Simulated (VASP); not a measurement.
# BC5 (Imm2) in VASP: reference runs

Aim: a first look at BC5 with PBE, on the cell as given and on a disturbed one.

Everything below comes from runs of VASP 6.6.1. Logs are shortened: lines on timing, memory, paths and dates and some standing lists are left out, and cuts for length are marked.

## 1. The crystal as given

The structure is orthorhombic, space group Imm2 (No. 44). Conventional cell: a = 2.505 Å, b = 7.725 Å, c = 3.734 Å, α = 90.00°, β = 90.00°, γ = 90.00°. C (site symmetry mm2) is surrounded by 2 C at 1.53 Å and 2 B at 1.68 Å. C (site symmetry m) has 4 C at 1.53 to 1.56 Å as nearest neighbours. C (site symmetry m) is surrounded by 3 C at 1.54 to 1.56 Å and 1 B at 1.61 Å. B (site symmetry mm2) has 4 C at 1.61 to 1.68 Å as nearest neighbours.

The cell comes from a database or a generator and needn't be the stable form of this composition.

## 2. Single point, PBE

INCAR

```
ALGO = Normal
EDIFF = 1E-7
ENCUT = 520
GGA = PE
ISIF = 2
ISMEAR = -1
LASPH = True
LCHARG = False
LREAL = False
LWAVE = False
NBANDS = 20
NELM = 100
PREC = Accurate
SIGMA = 0.05
```

KPOINTS

```
k-points
0
Gamma
  13 13 13
```

POSCAR

```
BC5
1.0
   -1.2526000000      3.8625540000      1.8671370000
    1.2526000000     -3.8625540000      1.8671370000
    1.2526000000      3.8625540000     -1.8671370000
C B
5 1
Direct
    0.8252650000      0.8252650000      0.0000000000
    0.2101850000      0.0417430000      0.1684420000
    0.8733010000      0.0417430000      0.8315580000
    0.4559700000      0.7835860000      0.6723840000
    0.1112020000      0.7835860000      0.3276160000
    0.5241760000      0.0241760000      0.5000000000
```

Potentials or basis: VASP PAW PBE potentials, release 64 (C, B).

Command:

```
$ cat potpaw_PBE.64/C/POTCAR potpaw_PBE.64/B/POTCAR > POTCAR
$ mpirun -np 1 vasp_std > vasp.out
```

OUTCAR:

```text
EDIFF = 1E-7
   ENCUT = 520
   GGA = PE
   ISIF = 2
   ISMEAR = -1
   LASPH = True
   LREAL = False
   NELM = 100
   PREC = Accurate

 ion  position               nearest neighbor table
   1  0.825  0.825  0.000-   3 1.53   2 1.53   6 1.68   6 1.68
   2  0.210  0.042  0.168-   1 1.53   4 1.54   4 1.54   5 1.56
   3  0.873  0.042  0.832-   1 1.53   5 1.54   5 1.54   4 1.56
   4  0.456  0.784  0.672-   2 1.54   2 1.54   3 1.56   6 1.61
   5  0.111  0.784  0.328-   3 1.54   3 1.54   2 1.56   6 1.61
   6  0.524  0.024  0.500-   5 1.61   4 1.61   1 1.68   1 1.68

  LATTYP: Found a body centered orthorhombic cell.
 ALAT       =     2.5052000000
 B/A-ratio  =     1.4906091330
 C/A-ratio  =     3.0836292512

  Lattice vectors:

 A1 = (  -1.2526000000,   3.8625540000,  -1.8671370000)
 A2 = (   1.2526000000,   3.8625540000,   1.8671370000)
 A3 = (   1.2526000000,  -3.8625540000,  -1.8671370000)

Analysis of symmetry for initial positions (statically):
=====================================================================
 Subroutine PRICEL returns:
 Original cell was already a primitive cell.

 Routine SETGRP: Setting up the symmetry group for a
 body centered orthorhombic supercell.

 Subroutine GETGRP returns: Found  4 space group operations
 (whereof  4 operations were pure point group operations)
 out of a pool of  8 trial point group operations.

The static configuration has the point symmetry C_2v.

Analysis of symmetry for dynamics (positions and initial velocities):
=====================================================================
 Subroutine PRICEL returns:
 Original cell was already a primitive cell.

 Routine SETGRP: Setting up the symmetry group for a
 body centered orthorhombic supercell.

 Subroutine GETGRP returns: Found  4 space group operations
 (whereof  4 operations were pure point group operations)
 out of a pool of  8 trial point group operations.

The dynamic configuration has the point symmetry C_2v.

 Subroutine INISYM returns: Found  4 space group operations
 (whereof  4 operations are pure point group operations),
 and found     1 'primitive' translations

----------------------------------------------------------------------------------------

                                     Primitive cell

  volume of cell :      36.1346

  direct lattice vectors                    reciprocal lattice vectors
    -1.252600000  3.862554000  1.867137000     0.000000000  0.129448028  0.267789669
     1.252600000 -3.862554000  1.867137000     0.399169727  0.000000000  0.267789669
     1.252600000  3.862554000 -1.867137000     0.399169727  0.129448028  0.000000000

  length of vectors
     4.469287498  4.469287498  4.469287498     0.297435874  0.480674295  0.419634678

  position of ions in fractional coordinates (direct lattice)
     0.825265000  0.825265000  0.000000000
     0.210185000  0.041743000  0.168442000
     0.873301000  0.041743000  0.831558000
     0.455970000  0.783586000  0.672384000
     0.111202000  0.783586000  0.327616000
     0.524176000  0.024176000  0.500000000

  ion indices of the primitive-cell ions
   primitive index   ion index
                 1           1
                 2           2
                 3           3
                 4           4
                 5           5
                 6           6

----------------------------------------------------------------------------------------

 KPOINTS: k-points

Automatic generation of k-mesh.
 Grid dimensions read from file:
 generate k-points for:   13   13   13

 Generating k-lattice:

  Cartesian coordinates                     Fractional coordinates (reciprocal lattice)
     0.000000000  0.009957541  0.020599205     0.076923077  0.000000000  0.000000000
     0.030705364  0.000000000  0.020599205     0.000000000  0.076923077  0.000000000
     0.030705364  0.009957541  0.000000000     0.000000000  0.000000000  0.076923077

  Length of vectors
     0.022879683  0.036974946  0.032279591

  Shift w.r.t. Gamma in fractional coordinates (k-lattice)
     0.000000000  0.000000000  0.000000000

 Subroutine IBZKPT returns following result:
 ===========================================

 Found    343 irreducible k-points:

 Following reciprocal coordinates:
            Coordinates               Weight
  0.000000  0.000000  0.000000      1.000000
  0.076923 -0.000000  0.000000      4.000000
  0.153846 -0.000000  0.000000      4.000000
  0.230769 -0.000000  0.000000      4.000000
  0.307692 -0.000000  0.000000      4.000000
  0.384615 -0.000000  0.000000      4.000000
[... 16 lines left out ...]
  0.153846  0.153846  0.000000      8.000000
  0.230769  0.153846  0.000000      8.000000
 [... further k-points ...]
   k-points           NKPTS =    343   k-points in BZ     NKDIM =    343   number of bands    NBANDS=     20
   number of dos      NEDOS =    301   number of ions     NIONS =      6
   total plane-waves  NPLWV =  46656
   dimension x,y,z NGX =    36 NGY =   36 NGZ =   36
   dimension x,y,z NGXF=    72 NGYF=   72 NGZF=   72
   ions per type =               5   1
   NGX,Y,Z   is equivalent  to a cutoff of  13.39, 13.39, 13.39 a.u.
   NGXF,Y,Z  is equivalent  to a cutoff of  26.78, 26.78, 26.78 a.u.
 SYSTEM =  unknown system
   PREC   = accura    normal or accurate (medium, high low for compatibility)
   ISTART =      0    job   : 0-new  1-cont  2-samecut
   ICHARG =      2    charge: 1-file 2-atom 10-const
   ISPIN  =      1    spin polarized calculation?
   LNONCOLLINEAR =      F non collinear calculations
   LSORBIT =      F    spin-orbit coupling
   LASPH  =      T    aspherical Exc in radial PAW
   ENCUT  =  520.0 eV  38.22 Ry    6.18 a.u.   8.31  8.31  8.31*2*pi/ulx,y,z
   NELM   =    100;   NELMIN=  2; NELMDL= -5     # of ELM steps
   EDIFF  = 0.1E-06   stopping-criterion for ELM
   LREAL  =      F    real-space projection
   EDIFFG = 0.1E-05   stopping-criterion for IOM
   NSW    =      0    number of steps for IOM
   IBRION =     -1    ionic relax: 0-MD 1-quasi-New 2-CG
   NFREE  =      0    steps in history (QN), initial steepest desc. (CG)
   ISIF   =      2    stress and relaxation
   ISYM   =      2    0-nonsym 1-usesym 2-fastsym
   POTIM  = 0.5000    time-step for ionic-motion
   TEBEG  =    0.0;   TEEND  =   0.0 temperature during run
   PSTRESS=    0.0 pullay stress
   NELECT =      23.0000    total number of electrons
   NUPDOWN=      -1.0000    fix difference up-down
   EMIN   =  10.00;   EMAX   =-10.00  energy-range for DOS
   EFERMI =   0.00;   METHOD = LEGACY
   ISMEAR =    -1;   SIGMA  =   0.05  broadening in eV -4-tet -1-fermi 0-gaus
   EFERMI_NEDOS =   21; number of points for ismear=-14 and -15
   IALGO  =     38    algorithm
   IMIX   =      4    mixing-type and parameters
     AMIX     =   0.40;   BMIX     =  1.00
     AMIX_MAG =   1.60;   BMIX_MAG =  1.00
  volume/ion in A,a.u.               =       6.02        40.64
  Fermi-wavevector in a.u.,A,eV,Ry     =   1.408239  2.661186 26.982221  1.983137
  Thomas-Fermi vector in A             =   2.530417
   LORBIT       =      0    0 simple, 1 ext, 2 COOP (PROOUT), +10 PAW based schemes
   GGA     = PE    functional components
   LHFCALC =     F    Hartree Fock is set to
   AEXX    =    0.0000 exact exchange contribution
   IVDW    =     0    specifies the selected vdW correction
   LEPSILON=     F    determine dielectric tensor
   LRPA    =     F    only Hartree local field effects (RPA)
 non-spin polarized calculation
  energy-cutoff  :      520.00
  volume of cell :       36.13
 maximum number of plane-waves:       988
 NGX is ok and might be reduce to    36
   NGX = 17   NGY = 17   NGZ = 17

 number of electron      23.0000000 magnetization

 Free energy of the ion-electron system (eV)
  ---------------------------------------------------
  ext. energy  EPLUGINS =         0.00000000
  ---------------------------------------------------
  free energy    TOTEN  =       -51.35270063 eV

  energy without entropy =      -51.34708463  energy(sigma->0) =      -51.34989263

 E-fermi :   7.7292     XC(G=0): -12.8875

 val. band max:        7.7216512821   @ k =   0.0769   0.2308   0.0000
 cond. band min:       7.7484387733   @ k =  -0.4615   0.2308  -0.0000
 fundamental gap:      0.0267874912
 Fermi energy:         7.7291948348

 k-point     1 :       0.0000    0.0000    0.0000
  band No.  band energies     occupation
      1     -11.7135      2.00000
      2      -5.3961      2.00000
      3      -4.0556      2.00000
      4      -2.4260      2.00000
      5      -0.1943      2.00000
      6       0.0329      2.00000
[... 12 lines left out ...]
     19      21.5239      0.00000
     20      21.8613      0.00000

 k-point     2 :       0.0769   -0.0000    0.0000
  band No.  band energies     occupation
      1     -11.6564      2.00000
      2      -5.5886      2.00000
      3      -4.0454      2.00000
      4      -2.5716      2.00000
      5      -0.9152      2.00000
      6       0.3656      2.00000
[... 12 lines left out ...]
     19      21.0994      0.00000
     20      22.0122      0.00000

 k-point     3 :       0.1538   -0.0000    0.0000
  band No.  band energies     occupation
      1     -11.4862      2.00000
      2      -6.0363      2.00000
      3      -4.3040      2.00000
      4      -2.6734      2.00000
      5      -1.3935      2.00000
      6       1.1259      2.00000
[... 12 lines left out ...]
     19      20.6227      0.00000
     20      21.4723      0.00000

 k-point     4 :       0.2308   -0.0000    0.0000
  band No.  band energies     occupation
      1     -11.2060      2.00000
      2      -6.6306      2.00000
      3      -4.7849      2.00000
      4      -2.8809      2.00000
      5      -1.1772      2.00000
      6       2.0358      2.00000
[... 429 lines left out ...]
 k-point    23 :       0.1538    0.1538    0.0000
  band No.  band energies     occupation
      1     -10.5128      2.00000
      2      -6.6357      2.00000
      3      -4.6489      2.00000
      4      -2.7253      2.00000
      5      -1.0150      2.00000
      6       2.2837      2.00000
[... 12 lines left out ...]
     19      19.6643      0.00000
     20      21.2560      0.00000

 k-point    24 :       0.2308    0.1538    0.0000
  band No.  band energies     occupation
      1     -10.0800      2.00000
      2      -7.3675      2.00000
      3      -5.0371      2.00000
      4      -2.8794      2.00000
      5      -0.2093      2.00000
      6       2.6158      2.00000
[... 12 lines left out ...]
     19      19.3378      0.00000
     20      20.3685      0.00000

 [... further k-points ...]

------------------------ aborting loop because EDIFF is reached ----------------------------------------

  FORCE on cell =-STRESS in cart. coord.  units (eV):
  Direction    XX          YY          ZZ          XY          YZ          ZX
  --------------------------------------------------------------------------------------
  -------------------------------------------------------------------------------------
  Total       -0.0138208      0.0516097     -0.0293077      0.0000000      0.0000000      0.0000000
  in kB       -0.6128012      2.2883316     -1.2994780      0.0000000      0.0000000      0.0000000
  external PRESSURE =       0.1253508 kB  Pullay stress =       0.0000000 kB

 VOLUME and BASIS-vectors are now :
 -----------------------------------------------------------------------------
  energy-cutoff  :      520.00
  volume of cell :       36.13
      direct lattice vectors                 reciprocal lattice vectors
    -1.252600000  3.862554000  1.867137000     0.000000000  0.129448028  0.267789669
     1.252600000 -3.862554000  1.867137000     0.399169727  0.000000000  0.267789669
     1.252600000  3.862554000 -1.867137000     0.399169727  0.129448028  0.000000000

 POSITION                                       TOTAL-FORCE (eV/Angst)
 -----------------------------------------------------------------------------------
      0.00000      0.00000      3.08177        -0.000000      0.000000     -0.077217
     -0.00000      1.30123      0.15588         0.000000      0.014992      0.019455
      0.00000      6.42388      0.15588         0.000000     -0.014992      0.019455
      1.25260      1.33169      1.05899         0.000000      0.006047     -0.009544
      1.25260     -1.33169      1.05899         0.000000     -0.006047     -0.009544
      0.00000      3.86255      0.09028        -0.000000     -0.000000      0.057395
 -----------------------------------------------------------------------------------
    total drift:                               -0.000000     -0.000000     -0.000024

  FREE ENERGIE OF THE ION-ELECTRON SYSTEM (eV)
  ---------------------------------------------------
  free  energy   TOTEN  =       -51.3527006327 eV

  energy  without entropy=      -51.3470846287  energy(sigma->0) =      -51.34989263
```

Run time: 6.3 min. Hardware: 1 thread of Intel Xeon Platinum 8259CL at 2.50GHz (Skylake/Cascade Lake), shared host; peak memory 0.33 GiB.

Results:

```
Free energy            : -51.3527 eV
Pressure               : 0.0 GPa
Largest force          : 0.077 eV/Å
Band gap on the k mesh : none (metal or under the smearing width)
```

Forces in eV/Å, atoms in the order of the input:
```
C    0.000  0.000 -0.077
C    0.000  0.015  0.019
C    0.000 -0.015  0.019
C    0.000  0.006 -0.010
C    0.000 -0.006 -0.010
B    0.000  0.000  0.057
```

Stress tensor (GPa, compression positive):
```
-0.06  0.00  0.00
 0.00  0.23  0.00
 0.00  0.00 -0.13
```

Levels at points of the mesh, in eV from the Fermi level:
| k point | band 8 | band 9 | band 10 | band 11 | band 12 | band 13 | band 14 | band 15 | band 16 | band 17 |
| --- | --- | --- | --- | --- | --- | --- | --- | --- | --- | --- |
| (0.00, 0.00, 0.00) | -3.35 | -1.88 | 1.17 | 1.18 | 2.74 | 7.01 | 7.08 | 7.17 | 7.94 | 9.45 |

## 3. Single point, PBE (atoms moved at random, drawn with an rms of 0.05 Å)

INCAR

```
SYSTEM = BC5
  ALGO = Normal
  EDIFF = 1E-7
  ENCUT = 520
  GGA = PE
  ISIF = 2
  ISMEAR = -1
  LASPH = .True.
  LCHARG = .False.
  LREAL = .False.
  LWAVE = .False.
  NBANDS = 20
  NELM = 60
  PREC = Accurate
  SIGMA = 0.05
```

KPOINTS

```
k-points
0
Gamma
  13 13 13
  0 0 0
```

POSCAR

```
BC5
1.0
   -1.2526000000      3.8625540000      1.8671370000
    1.2526000000     -3.8625540000      1.8671370000
    1.2526000000      3.8625540000     -1.8671370000
C B
5 1
Direct
    0.8320690000      0.8352760000      0.0065040000
    0.2083880000      0.0287840000      0.1648560000
    0.8741190000      0.0241410000      0.8053960000
    0.4503560000      0.7679340000      0.6501910000
    0.1015440000      0.7820550000      0.3343820000
    0.5312600000      0.0174300000      0.4815620000
```

Potentials or basis: VASP PAW PBE potentials, release 64 (C, B).

Command:

```
$ cat potpaw_PBE.64/C/POTCAR potpaw_PBE.64/B/POTCAR > POTCAR
$ mpirun -np 1 vasp_std > vasp.out
```

OUTCAR:

```text
SYSTEM = BC5
   EDIFF = 1E-7
   ENCUT = 520
   GGA = PE
   ISIF = 2
   ISMEAR = -1
   LASPH = .True.
   LREAL = .False.
   NELM = 60
   PREC = Accurate

 ion  position               nearest neighbor table
   1  0.832  0.835  0.007-   2 1.53   3 1.57   6 1.63   6 1.71
   2  0.208  0.029  0.165-   1 1.53   4 1.54   5 1.54   4 1.58
   3  0.874  0.024  0.805-   5 1.45   1 1.57   5 1.58   4 1.59
   4  0.450  0.768  0.650-   2 1.54   2 1.58   3 1.59   6 1.60
   5  0.102  0.782  0.334-   3 1.45   2 1.54   3 1.58   6 1.64
   6  0.531  0.017  0.482-   4 1.60   1 1.63   5 1.64   1 1.71

  LATTYP: Found a body centered orthorhombic cell.
[... 760 lines left out ...]
  Total        0.6977438     -0.3698245      0.6534793     -0.1799185     -0.0609737     -0.3273588
  in kB       30.9373722    -16.3977083     28.9747202     -7.9774359     -2.7035240    -14.5148155
  external PRESSURE =      14.5047947 kB  Pullay stress =       0.0000000 kB

 VOLUME and BASIS-vectors are now :
 -----------------------------------------------------------------------------
  energy-cutoff  :      520.00
  volume of cell :       36.13
      direct lattice vectors                 reciprocal lattice vectors
    -1.252600000  3.862554000  1.867137000     0.000000000  0.129448028  0.267789669
     1.252600000 -3.862554000  1.867137000     0.399169727  0.000000000  0.267789669
     1.252600000  3.862554000 -1.867137000     0.399169727  0.129448028  0.000000000

 POSITION                                       TOTAL-FORCE (eV/Angst)
 -----------------------------------------------------------------------------------
      0.01216      0.01273      3.10102        -0.408475     -0.955027     -0.623753
     -0.01847      1.33050      0.13502        -0.283917     -1.421556      1.003051
     -0.05584      6.39397      0.17339         2.112953      0.937406     -1.199752
      1.21223      1.28474      1.06072         0.639490      1.532792     -0.224887
      1.27125     -1.33694      1.02546        -2.188175     -0.201252      1.853940
     -0.04042      3.84476      0.12534         0.128124      0.107636     -0.808600
 -----------------------------------------------------------------------------------
    total drift:                                0.000032      0.000009     -0.000033

  FREE ENERGIE OF THE ION-ELECTRON SYSTEM (eV)
  ---------------------------------------------------
  free  energy   TOTEN  =       -51.1182819204 eV

  energy  without entropy=      -51.1126533723  energy(sigma->0) =      -51.11546765
```

Wall time 24 min (1 thread of Intel Xeon Platinum 8259CL at 2.50GHz (Skylake/Cascade Lake), shared host); peak memory 0.69 GiB.

Results:

| Item | Value |
| --- | --- |
| Free energy | -51.1183 eV |
| Pressure | 1.5 GPa |
| Largest force | 2.875 eV/Å |
| Band gap on the k mesh | none (metal or under the smearing width) |

Forces in eV/Å, atoms in the order of the input:
```
C   -0.408 -0.955 -0.624
C   -0.284 -1.422  1.003
C    2.113  0.937 -1.200
C    0.639  1.533 -0.225
C   -2.188 -0.201  1.854
B    0.128  0.108 -0.809
```
